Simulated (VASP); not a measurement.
# Be27Cl in VASP: further runs, part 3 of 3

VASP 6.6.1.

## Step 5: Single point, LDA

Input file INCAR:

```
  PREC = Accurate
  ENCUT = 520
  EDIFF = 1E-6
  ISMEAR = 0
  SIGMA = 0.15
  LREAL = Auto
  LASPH = T
  NELM = 100
  ALGO = Fast
  ISIF = 2
  LWAVE = F
  LCHARG = T
  LELF = T
  LVHAR = T
  NBANDS = 50
```

Input file KPOINTS:

```
regular mesh
0
Gamma
  4 4 1
```

Input file POSCAR:

```
Be27Cl
1.0
    6.8700000000      0.0000000000      0.0000000000
    3.4350000000      5.9495950000      0.0000000000
    0.0000000000      0.0000000000     14.5884300000
Be Cl
27 1
Direct
    0.0000000000      0.0000000000      0.0685474722
    0.3333333333      0.0000000000      0.0685474722
    0.6666666667      0.0000000000      0.0685474722
    0.0000000280      0.3333332773      0.0685474722
    0.3333333613      0.3333332773      0.0685474722
    0.6666666947      0.3333332773      0.0685474722
   -0.0000000280      0.6666667227      0.0685474722
    0.3333333053      0.6666667227      0.0685474722
    0.6666666387      0.6666667227      0.0685474722
   -0.1103387778      0.2230266094      0.1906778180
    0.2194727780      0.2222532794      0.1876308828
    0.5612039561      0.2185903410      0.1870043589
   -0.1084018037      0.5542970572      0.1902906618
    0.2211536700      0.5637904765      0.1929244614
    0.5495118451      0.5577786387      0.1873432576
   -0.1153476306      0.8898489729      0.1905382553
    0.2244641743      0.8821217243      0.1930425001
    0.5587663992      0.8891527911      0.1868841267
   -0.0000049998      0.0125474087      0.3139910189
    0.3353965021      0.0041286844      0.3077141269
    0.6458045165      0.0107039219      0.3061888085
   -0.0000390979      0.3337370023      0.3103176284
    0.3351204461      0.3280502286      0.3076195999
    0.6609094190      0.3385331270      0.3086138810
    0.0002515658      0.6537920648      0.3142397091
    0.3401098192      0.6629299978      0.3137568607
    0.6611452137      0.6674222363      0.3082605873
    1.0401334645      0.8147947886      0.4256571132
```

Potentials or basis: VASP PAW LDA potentials, release 64 (Be, Cl).

Command:

```bash
$ cat potpaw_LDA.64/Be/POTCAR potpaw_LDA.64/Cl/POTCAR > POTCAR
$ mpirun -np 1 vasp_std > vasp.out
```

OUTCAR:

```text
PREC = Accurate
   ENCUT = 520
   EDIFF = 1E-6
   ISMEAR = 0
   LREAL = Auto
   LASPH = T
   NELM = 100
   ISIF = 2

 ion  position               nearest neighbor table
   1  0.000  0.000  0.069-  10 2.22  16 2.23  17 2.25   8 2.29   4 2.29   6 2.29   7 2.29   3 2.29
                             2 2.29
   2  0.333  0.000  0.069-  11 2.18  18 2.19  17 2.26   8 2.29   4 2.29   5 2.29   9 2.29   1 2.29
                             3 2.29
   3  0.667  0.000  0.069-  18 2.16  12 2.16  16 2.20   7 2.29   6 2.29   9 2.29   5 2.29   1 2.29
                             2 2.29
   4  0.000  0.333  0.069-  11 2.17  13 2.21  10 2.21   2 2.29   1 2.29   5 2.29   6 2.29   9 2.29
                             7 2.29
[... 737 lines left out ...]
  external PRESSURE =     -36.1550678 kB  Pullay stress =       0.0000000 kB

 VOLUME and BASIS-vectors are now :
 -----------------------------------------------------------------------------
  energy-cutoff  :      520.00
  volume of cell :      596.28
      direct lattice vectors                 reciprocal lattice vectors
     6.870000000  0.000000000  0.000000000     0.145560408 -0.084039334  0.000000000
     3.435000000  5.949595000  0.000000000     0.000000000  0.168078668  0.000000000
     0.000000000  0.000000000 14.588430000     0.000000000  0.000000000  0.068547472

 POSITION                                       TOTAL-FORCE (eV/Angst)
 -----------------------------------------------------------------------------------
      0.00000      0.00000      1.00000         0.114701      0.208198      0.067720
      2.29000      0.00000      1.00000        -0.285906     -0.140402     -0.006859
      4.58000      0.00000      1.00000         0.095595     -0.049731      0.099046
      1.14500      1.98320      1.00000         0.006426     -0.017915     -0.209217
      3.43500      1.98320      1.00000        -0.014039      0.319462      0.017792
      5.72500      1.98320      1.00000         0.022072     -0.149702     -0.142226
[... 20 lines left out ...]
      6.83466      3.97089      4.49704         0.005352      0.009342      0.013181
      3.07454      4.84770      6.20967         0.138376     -0.115184      0.006629
 -----------------------------------------------------------------------------------
    total drift:                               -0.000889     -0.001198      0.005168

  FREE ENERGIE OF THE ION-ELECTRON SYSTEM (eV)
  ---------------------------------------------------
  free  energy   TOTEN  =      -106.7468843872 eV

  energy  without entropy=     -106.6391467253  energy(sigma->0) =     -106.69301556
```

stdout:

```text
POSCAR found type information on POSCAR BeCl
 POSCAR found :  2 types and      28 ions
 scaLAPACK will be used
 LDA part: xc-table for (Slater(with rela. corr.)+CA(PZ))
 , standard interpolation
 POSCAR, INCAR and KPOINTS ok, starting setup
 FFT: planning ... GRIDC
 FFT: planning ... GRID_SOFT
 FFT: planning ... GRID
 WAVECAR not read
 entering main loop
```

Wall time 8.6 min (1 thread of AMD EPYC 9R14 (Zen 4), shared host); peak memory 0.52 GiB.

What came out:

* Free energy: -106.7469 eV
* Largest force: 0.320 eV/Å
* Band gap on the k mesh: none (metal or under the smearing width)

Forces in eV/Å, atoms in the order of the input:
```
Be   0.115  0.208  0.068
Be  -0.286 -0.140 -0.007
Be   0.096 -0.050  0.099
Be   0.006 -0.018 -0.209
Be  -0.014  0.319  0.018
Be   0.022 -0.150 -0.142
Be  -0.114 -0.193  0.060
Be  -0.057  0.030  0.121
Be   0.129  0.058 -0.119
Be  -0.006  0.019 -0.011
Be  -0.001 -0.003 -0.003
Be  -0.001  0.007 -0.010
Be   0.015 -0.008  0.013
Be  -0.002  0.001  0.002
Be  -0.019 -0.013  0.002
Be  -0.003 -0.005  0.014
Be   0.010 -0.002 -0.003
Be  -0.008  0.011 -0.009
Be  -0.017  0.003 -0.005
Be   0.004  0.003  0.011
Be   0.003 -0.002 -0.010
Be  -0.005 -0.004  0.010
Be   0.000 -0.010 -0.003
Be   0.000 -0.014  0.017
Be  -0.001  0.040  0.031
Be  -0.009  0.017  0.044
Be   0.005  0.009  0.013
Cl   0.138 -0.115  0.007
```

Levels at points of the mesh, in eV from the Fermi level:
```
           k point  band 29  band 30  band 31  band 32  band 33  band 34
(0.00, 0.00, 0.00)    -0.22     0.20     0.37     0.71     0.77     0.83
(0.50, 0.00, 0.00)    -0.42    -0.14    -0.12    -0.08     0.54     1.55
(0.50, 0.50, 0.00)    -0.30    -0.25    -0.15     0.08     0.46     1.49
(0.00, 0.50, 0.00)    -0.29    -0.23    -0.16     0.07     0.46     1.49
```

Caveat: an odd number of electrons without spin polarisation forces a metal; a magnetic or distorted state may lie lower.

## Step 6: Single point, LDA

Input file INCAR:

```
ALGO = Fast ; EDIFF = 1E-6
ENCUT = 520 ; GGA = CA
ISIF = 2 ; ISMEAR = 0
LASPH = True ; LCHARG = False
LREAL = Auto ; LWAVE = False
NBANDS = 50 ; NELM = 100
PREC = Accurate ; SIGMA = 0.15
```

Input file KPOINTS:

```
k-points
0
Gamma
  4 4 1
```

Input file POSCAR:

```
Be27Cl
1.0
    6.8700000000      0.0000000000      0.0000000000
    3.4350000000      5.9495950000      0.0000000000
    0.0000000000      0.0000000000     14.5884300000
Be Cl
27 1
Direct
    0.0000000000      0.0000000000      0.0685474722
    0.3333333333      0.0000000000      0.0685474722
    0.6666666667      0.0000000000      0.0685474722
    0.0000000280      0.3333332773      0.0685474722
    0.3333333613      0.3333332773      0.0685474722
    0.6666666947      0.3333332773      0.0685474722
   -0.0000000280      0.6666667227      0.0685474722
    0.3333333053      0.6666667227      0.0685474722
    0.6666666387      0.6666667227      0.0685474722
   -0.1144128238      0.2191537407      0.1872784117
    0.2234355368      0.2213609498      0.1877795623
    0.5551740256      0.2218924145      0.1907855060
   -0.1180075625      0.5624186184      0.1929858114
    0.2196048869      0.5553401534      0.1906850840
    0.5581049971      0.5563891324      0.1865954047
   -0.1093254549      0.8890768195      0.1897799832
    0.2191428200      0.8872264415      0.1872304285
    0.5597303982      0.8821229008      0.1929929403
    0.0096851581      0.0100954771      0.3063529797
    0.3272841025      0.0025971516      0.3082269305
    0.6515168998      0.0112654727      0.3140883563
    0.0023521925      0.3277392831      0.3080333525
    0.3322748370      0.3326011266      0.3101483162
    0.6655893307      0.3388536531      0.3083544288
    0.0113722941      0.6516356155      0.3144506297
    0.3387288380      0.6655915235      0.3080763317
    0.6610685277      0.6610757539      0.3114798508
    0.8229775699      0.8237680044      0.4260897849
```

Potentials or basis: VASP PAW LDA potentials, release 64 (Be, Cl).

Command:

```bash
$ cat potpaw_LDA.64/Be/POTCAR potpaw_LDA.64/Cl/POTCAR > POTCAR
$ mpirun -np 1 vasp_std > vasp.out
```

Wall time 13 min (1 thread of Intel Xeon Platinum 8488C (Sapphire Rapids), shared host); peak memory 0.56 GiB.

The run converged. Its results:

```yaml
Free_energy: -106.7338 eV
Largest_force: 0.290 eV/Å
Band_gap_on_the_k_mesh: none (metal or under the smearing width)
```

Forces on the atoms (eV/Å):
```
Be  -0.047 -0.024  0.116
Be   0.246 -0.151 -0.032
Be  -0.156  0.200  0.064
Be  -0.008  0.289 -0.011
Be  -0.008 -0.011 -0.186
Be  -0.041 -0.193 -0.130
Be   0.093 -0.223  0.061
Be  -0.180  0.058 -0.107
Be   0.093  0.053  0.125
Be  -0.002 -0.007 -0.002
Be   0.012  0.001  0.000
Be  -0.009  0.011 -0.004
Be  -0.004  0.007  0.002
Be  -0.008 -0.014  0.001
Be   0.011 -0.002 -0.002
Be   0.011  0.001  0.002
Be  -0.002  0.012 -0.002
Be  -0.006 -0.007  0.002
Be  -0.004 -0.002  0.011
Be   0.000  0.000  0.016
Be   0.007 -0.007  0.012
Be   0.000 -0.002  0.011
Be   0.002 -0.001  0.010
Be   0.000  0.000  0.012
Be  -0.002  0.010  0.014
Be   0.002  0.000  0.009
Be  -0.004 -0.001  0.004
Cl   0.005  0.002  0.006
```

Levels at points of the mesh, in eV from the Fermi level:
```
           k point  band 28  band 29  band 30  band 31  band 32  band 33
(0.00, 0.00, 0.00)    -0.46    -0.27     0.14     0.37     0.71     0.78
(0.50, 0.00, 0.00)    -0.58    -0.29    -0.24    -0.14     0.07     0.44
(0.50, 0.50, 0.00)    -0.57    -0.41    -0.15    -0.13    -0.09     0.58
(0.00, 0.50, 0.00)    -0.59    -0.29    -0.23    -0.14     0.07     0.44
```

Caveat: an odd number of electrons without spin polarisation forces a metal; a magnetic or distorted state may lie lower.

## Step 7: Single point, LDA

Input file INCAR:

```
SYSTEM = Be27Cl
ALGO = Fast ; EDIFF = 1E-6
ENCUT = 520 ; GGA = CA
ISIF = 2 ; ISMEAR = 0
LASPH = .TRUE. ; LCHARG = .TRUE.
LELF = .TRUE. ; LREAL = Auto
LVHAR = .TRUE. ; LWAVE = .FALSE.
NBANDS = 50 ; NELM = 100
PREC = Accurate ; SIGMA = 0.15
```

Input file KPOINTS:

```
k-points
0
G
  4 4 1
  0 0 0
```

Input file POSCAR:

```
Be27Cl
1.0
    6.8700000000      0.0000000000      0.0000000000
    3.4350000000      5.9495950000      0.0000000000
    0.0000000000      0.0000000000     14.5884300000
Be Cl
27 1
Direct
    0.0000000000      0.0000000000      0.0685474722
    0.3333333333      0.0000000000      0.0685474722
    0.6666666667      0.0000000000      0.0685474722
    0.0000000280      0.3333332773      0.0685474722
    0.3333333613      0.3333332773      0.0685474722
    0.6666666947      0.3333332773      0.0685474722
   -0.0000000280      0.6666667227      0.0685474722
    0.3333333053      0.6666667227      0.0685474722
    0.6666666387      0.6666667227      0.0685474722
   -0.1154133848      0.2179007143      0.1895729698
    0.2235791114      0.2208115006      0.1879366046
    0.5564560203      0.2219243495      0.1910801231
   -0.1177037738      0.5613027441      0.1925169466
    0.2196577139      0.5565061151      0.1908114170
    0.5566263294      0.5546582583      0.1854850728
   -0.1104840485      0.8877296690      0.1876418504
    0.2180759421      0.8866472424      0.1894663099
    0.5584522359      0.8825520056      0.1925610227
    0.0059507272      0.0061614278      0.3117848871
    0.3276200391      0.0010839393      0.3092700174
    0.6461789632      0.0099369789      0.3128267401
    0.0009791284      0.3279771144      0.3090636210
    0.3310250790      0.3315381971      0.3098535620
    0.6612297300      0.3423780946      0.3074690011
    0.0102318985      0.6461641507      0.3130355357
    0.3420195843      0.6611555913      0.3071538198
    0.6579943234      0.6579636093      0.3075343269
    0.8574058916      0.8596085952      0.4216130180
```

Potentials or basis: VASP PAW LDA potentials, release 64 (Be, Cl).

Command:

```bash
$ cat potpaw_LDA.64/Be/POTCAR potpaw_LDA.64/Cl/POTCAR > POTCAR
$ mpirun -np 1 vasp_std > vasp.out
```

OUTCAR:

```text
SYSTEM = Be27Cl
   EDIFF = 1E-6
   ENCUT = 520
   GGA = CA
   ISIF = 2
   ISMEAR = 0
   LASPH = .TRUE.
   LREAL = Auto
   NELM = 100
   PREC = Accurate

 ion  position               nearest neighbor table
   1  0.000  0.000  0.069-  16 2.19  17 2.19  10 2.19   8 2.29   4 2.29   6 2.29   7 2.29   3 2.29
                             2 2.29
   2  0.333  0.000  0.069-  11 2.18  17 2.23  18 2.25   8 2.29   4 2.29   5 2.29   9 2.29   1 2.29
                             3 2.29
   3  0.667  0.000  0.069-  16 2.19  12 2.22  18 2.25   7 2.29   6 2.29   9 2.29   5 2.29   1 2.29
                             2 2.29
   4  0.000  0.333  0.069-  11 2.19  10 2.24  13 2.26   2 2.29   1 2.29   5 2.29   6 2.29   9 2.29
                             7 2.29
   5  0.333  0.333  0.069-  11 2.19  14 2.22  12 2.23   2 2.29   3 2.29   4 2.29   6 2.29   7 2.29
                             8 2.29
   6  0.667  0.333  0.069-  15 2.16  10 2.19  12 2.22   3 2.29   1 2.29   4 2.29   5 2.29   8 2.29
                             9 2.29
   7  1.000  0.667  0.069-  16 2.18  14 2.21  13 2.24   3 2.29   1 2.29   9 2.29   8 2.29   5 2.29
                             4 2.29
   8  0.333  0.667  0.069-  15 2.16  17 2.20  14 2.23   2 2.29   1 2.29   7 2.29   9 2.29   6 2.29
                             5 2.29
   9  0.667  0.667  0.069-  15 2.16  13 2.22  18 2.22   3 2.29   2 2.29   7 2.29   8 2.29   4 2.29
[... 33 lines left out ...]
  26  0.342  0.661  0.307-  27 2.16  14 2.17  17 2.18  15 2.19  24 2.19  20 2.29  23 2.30  25 2.33
                            19 2.34
  27  0.658  0.658  0.308-  18 2.15  13 2.15  24 2.16  15 2.16  26 2.16  22 2.31  20 2.31  21 2.38
                            25 2.38
  28  0.857  0.860  0.422-  21 2.05  25 2.05  19 2.38

  LATTYP: Found a hexagonal cell.
 ALAT       =     6.8700004122
 C/A-ratio  =     2.1234976892

  Lattice vectors:

 A1 = (  -3.4350000000,  -5.9495950000,   0.0000000000)
 A2 = (   6.8700000000,   0.0000000000,   0.0000000000)
 A3 = (   0.0000000000,   0.0000000000,  14.5884300000)

Analysis of symmetry for initial positions (statically):
=====================================================================
 Subroutine PRICEL returns:
 Original cell was already a primitive cell.

 Routine SETGRP: Setting up the symmetry group for a
[... 187 lines left out ...]
   LRPA    =     F    only Hartree local field effects (RPA)
 non-spin polarized calculation
 RMM-DIIS sequential band-by-band and
 Gauss-broadening in eV      SIGMA  =   0.15
  energy-cutoff  :      520.00
  volume of cell :      596.28
 maximum number of plane-waves:     16072
 NGX is ok and might be reduce to    54
   NGX = 25   NGY = 25   NGZ = 55

 number of electron      60.9999999 magnetization

 Free energy of the ion-electron system (eV)
  ---------------------------------------------------
  ext. energy  EPLUGINS =         0.00000000
  ---------------------------------------------------
  free energy    TOTEN  =      -106.88541647 eV

  energy without entropy =     -106.77123086  energy(sigma->0) =     -106.82832367

 E-fermi :  -0.6914     XC(G=0):  -5.4894

 val. band max:       -0.7008785119   @ k =   0.2500  -0.0000   0.0000
 cond. band min:      -0.6890157285   @ k =   0.0000   0.5000   0.0000
 fundamental gap:      0.0118627834
 Fermi energy:        -0.6913966298

 k-point     1 :       0.0000    0.0000    0.0000
  band No.  band energies     occupation
      1     -17.7811      2.00000
      2     -10.2524      2.00000
      3      -8.1434      2.00000
      4      -7.5331      2.00000
      5      -7.3743      2.00000
      6      -7.3186      2.00000
[... 439 lines left out ...]
     41       3.4052      0.00000
     42       3.4358      0.00000
 [bands above 42 left out]

------------------------ aborting loop because EDIFF is reached ----------------------------------------

  FORCE on cell =-STRESS in cart. coord.  units (eV):
  Direction    XX          YY          ZZ          XY          YZ          ZX
  --------------------------------------------------------------------------------------
  -------------------------------------------------------------------------------------
  Total      -19.9940617    -19.0995791     -0.2051937     -0.6318653      0.8427624      1.5482152
  in kB      -53.7228339    -51.3194134     -0.5513430     -1.6977838      2.2644517      4.1599605
  external PRESSURE =     -35.1978635 kB  Pullay stress =       0.0000000 kB

 VOLUME and BASIS-vectors are now :
 -----------------------------------------------------------------------------
  energy-cutoff  :      520.00
  volume of cell :      596.28
      direct lattice vectors                 reciprocal lattice vectors
     6.870000000  0.000000000  0.000000000     0.145560408 -0.084039334  0.000000000
     3.435000000  5.949595000  0.000000000     0.000000000  0.168078668  0.000000000
     0.000000000  0.000000000 14.588430000     0.000000000  0.000000000  0.068547472

 POSITION                                       TOTAL-FORCE (eV/Angst)
 -----------------------------------------------------------------------------------
      0.00000      0.00000      1.00000         0.083580      0.045792      0.105014
      2.29000      0.00000      1.00000         0.078611     -0.160771     -0.076508
      4.58000      0.00000      1.00000        -0.216821      0.135928      0.064582
      1.14500      1.98320      1.00000        -0.096106      0.147402     -0.044961
      3.43500      1.98320      1.00000         0.048502      0.023495     -0.133363
      5.72500      1.98320      1.00000        -0.037755     -0.275048     -0.038591
[... 20 lines left out ...]
      6.78053      3.91462      4.48644        -0.044555     -0.023019     -0.068227
      8.84313      5.11432      6.15067         0.481766      0.249412     -0.109476
 -----------------------------------------------------------------------------------
    total drift:                                0.000327      0.000270      0.002788

  FREE ENERGIE OF THE ION-ELECTRON SYSTEM (eV)
  ---------------------------------------------------
  free  energy   TOTEN  =      -106.8854164734 eV

  energy  without entropy=     -106.7712308611  energy(sigma->0) =     -106.82832367
```

It took 13 min on 1 thread of Intel Xeon Platinum 8488C (Sapphire Rapids), shared host; peak memory 0.57 GiB.

Results:

```
Free energy            : -106.8854 eV
Largest force          : 0.553 eV/Å
Band gap on the k mesh : none (metal or under the smearing width)
```

Forces on the atoms (eV/Å):
```
Be   0.084  0.046  0.105
Be   0.079 -0.161 -0.077
Be  -0.217  0.136  0.065
Be  -0.096  0.147 -0.045
Be   0.049  0.023 -0.133
Be  -0.038 -0.275 -0.039
Be   0.009 -0.244  0.052
Be  -0.253  0.105 -0.019
Be   0.197  0.115  0.085
Be  -0.011 -0.022  0.041
Be   0.010  0.004  0.002
Be   0.001  0.012 -0.003
Be  -0.011 -0.006 -0.003
Be   0.001 -0.003  0.009
Be  -0.007 -0.012 -0.023
Be  -0.007 -0.004 -0.041
Be  -0.026  0.006  0.043
Be  -0.012 -0.013 -0.006
Be  -0.056 -0.034  0.121
Be  -0.005 -0.011  0.033
Be  -0.051 -0.009 -0.022
Be  -0.011  0.002  0.026
Be  -0.012 -0.010  0.007
Be  -0.026  0.027 -0.003
Be  -0.040 -0.015  0.013
Be   0.012 -0.033 -0.009
Be  -0.045 -0.023 -0.068
Cl   0.482  0.249 -0.109
```

Caveat: an odd number of electrons without spin polarisation forces a metal; a magnetic or distorted state may lie lower.
